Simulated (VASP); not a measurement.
Crystal: Bi.

```
Bi
1.0
     2.26750    1.30914    3.93800
    -2.26750    1.30914    3.93800
     0.00000   -2.61828    3.93800
Bi
2
Direct
  0.23400 0.23400 0.23400
  0.76600 0.76600 0.76600
```

| Quantity | Value |
| --- | --- |
| Program | VASP 6.6.1 |
| Task | relaxation of cell and atoms |
| Functional | PBE |
| Potentials or basis | VASP PAW PBE potentials, release 64 (Bi_d) |
| Cutoff | 600 eV |
| k mesh | 12 × 12 × 12 |
| Occupations | gaussian, width 0.1 eV |
| Spin | no spin polarisation |

At the start: pressure 2.2 GPa; volume 35.07 Å³/atom.

Question: Where does the relaxation end?

Answer: Over 11 steps the energy falls by 11.4 meV/atom and the volume is 36.82 Å³/atom (+5.0 %); space group R-3m (No. 166, to 0.05 Å).

The path:
| step | energy change (eV) | largest force (eV/Å) | pressure (GPa) | volume (Å³) |
| --- | --- | --- | --- | --- |
| 1 | 0.0000 | 0.2312 | 2.21 | 70.14 |
| 2 | -0.0139 | 0.1522 | -1.15 | 75.16 |
| 3 | -0.0218 | 0.0160 | 0.01 | 73.20 |
| 4 | -0.0221 | 0.0192 | 0.01 | 73.24 |
| 5 | -0.0225 | 0.0275 | 0.01 | 73.35 |
| 6 | -0.0226 | 0.0312 | 0.02 | 73.40 |
| 7 | -0.0227 | 0.0157 | 0.03 | 73.48 |
| 8 | -0.0228 | 0.0028 | 0.03 | 73.55 |
| 9 | -0.0228 | 0.0040 | 0.03 | 73.58 |
| 10 | -0.0227 | 0.0052 | -0.07 | 73.77 |
| 11 | -0.0228 | 0.0003 | 0.00 | 73.65 |

Final structure:
```
CELL_PARAMETERS angstrom
2.29115 1.32280 4.05016
-2.29115 1.32280 4.05016
0.00000 -2.64559 4.05016
ATOMIC_POSITIONS crystal
Bi 0.23380 0.23380 0.23380
Bi 0.76620 0.76620 0.76620
```
